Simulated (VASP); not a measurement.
# KH7C3O3: single point with PBE

Crystal: KH7C3O3.

```
CELL_PARAMETERS angstrom
3.77570 -3.63160 0.00000
3.77570 3.63160 0.00000
-0.54124 0.00000 9.05133
ATOMIC_POSITIONS crystal
K 0.64632 0.75186 0.95209
K 0.31103 0.29112 0.05989
H 0.88926 0.18458 0.21431
H 0.78957 0.18267 0.82884
H 0.11398 0.82020 0.80123
H 0.24331 0.86180 0.20963
H 0.09945 0.43027 0.35751
H 0.50448 0.90992 0.69331
H 0.92827 0.49229 0.67878
H 0.52492 0.06080 0.38121
H 0.80444 0.34415 0.41130
H 0.54935 0.19994 0.61157
H 0.22088 0.54520 0.60826
H 0.41411 0.77777 0.42122
H 0.93176 0.85917 0.45083
H 0.08459 0.14338 0.59738
C 0.88454 0.46233 0.33127
C 0.45833 0.10925 0.70380
C 0.14060 0.47249 0.70537
C 0.54978 0.86184 0.34706
C 0.84238 0.77288 0.33426
C 0.17255 0.18865 0.70945
O 0.83058 0.37382 0.17360
O 0.57062 0.18685 0.83503
O 0.18002 0.61523 0.83424
O 0.42139 0.82494 0.20169
O 0.94597 0.92507 0.22684
O 0.09751 0.07681 0.82899
```

| Property | Result |
| --- | --- |
| Program | VASP 6.6.1 |
| Task | single point |
| Functional | PBE |
| Potentials or basis | VASP PAW PBE potentials, release 64 (K_sv, H, C, O) |
| Cutoff | 520 eV |
| k mesh | 2 × 2 × 1 |
| Occupations | fermi-dirac, width 0.05 eV |
| Spin | no spin polarisation |
| Dipole correction | no |
| Further INCAR settings | LREAL = Auto; ALGO = Normal; EDIFF = 1e-06; NBANDS = 66 |

- Pressure: 2.9 GPa
- Largest force: 5.346 eV/Å
- Band gap on the k mesh: 3.86 eV, indirect (least direct gap 3.99 eV)

Forces on the atoms (eV/Å):
```
K    0.089 -0.831  0.329
K    0.077  0.406  0.777
H   -0.957  0.172 -1.798
H   -2.030  1.186  0.236
H    0.119 -1.015  1.771
H   -1.824  2.291  0.524
H   -0.455  0.678 -0.358
H   -1.488 -0.843 -0.918
H    0.136  0.078 -0.310
H    1.078  0.300  0.006
H   -0.573  0.964  0.342
H   -0.218  0.102 -0.103
H    0.690 -0.457 -0.543
H    0.258 -1.226  0.325
H   -1.445 -0.411 -1.425
H   -0.794 -0.448  0.148
C    4.008  0.733 -2.587
C    0.927  0.758 -2.222
C   -2.114  2.091 -0.149
C   -1.230 -0.247 -1.225
C    0.278  1.709  3.218
C    2.446 -2.267 -2.406
O   -0.182 -0.892  2.862
O    4.374 -1.999  2.334
O    1.385  1.053  0.333
O    1.985 -2.612 -0.368
O   -1.432 -1.203  0.133
O   -3.111  1.931  1.074
```

Stress tensor (GPa, compression positive):
```
3.21 1.44 0.42
1.44 0.99 3.50
0.42 3.50 4.43
```

Levels at points of the mesh, in eV from the valence-band top:
| k point | band 42 | band 43 | band 44 | band 45 | band 46 | band 47 | band 48 | band 49 | band 50 | band 51 |
| --- | --- | --- | --- | --- | --- | --- | --- | --- | --- | --- |
| (0.00, 0.00, 0.00) | -1.07 | -0.98 | -0.53 | -0.40 | -0.14 | 3.86 | 4.85 | 5.13 | 6.01 | 6.37 |
| (0.50, 0.00, 0.00) | -1.04 | -0.89 | -0.40 | -0.19 | -0.05 | 5.06 | 5.30 | 5.71 | 6.12 | 6.43 |
| (0.00, 0.50, 0.00) | -0.85 | -0.66 | -0.43 | -0.36 | -0.18 | 4.82 | 5.26 | 5.76 | 5.84 | 6.08 |
| (0.50, 0.50, 0.00) | -0.73 | -0.70 | -0.35 | -0.14 | 0.00 | 5.33 | 5.43 | 5.70 | 5.96 | 6.53 |

It took 2.1 min on 1 thread of Intel(R) Xeon(R) 6975P-C (Granite Rapids), on a shared host, peak memory 0.34 GiB.

Caveat: the k mesh is coarse (spacing up to 0.69 Å⁻¹), so the values aren't converged; an odd mesh through Γ misses points on the zone boundary, where band edges often lie; forces of over 1 eV/Å show positions far from the minimum, so gaps and moduli don't describe the material at rest.
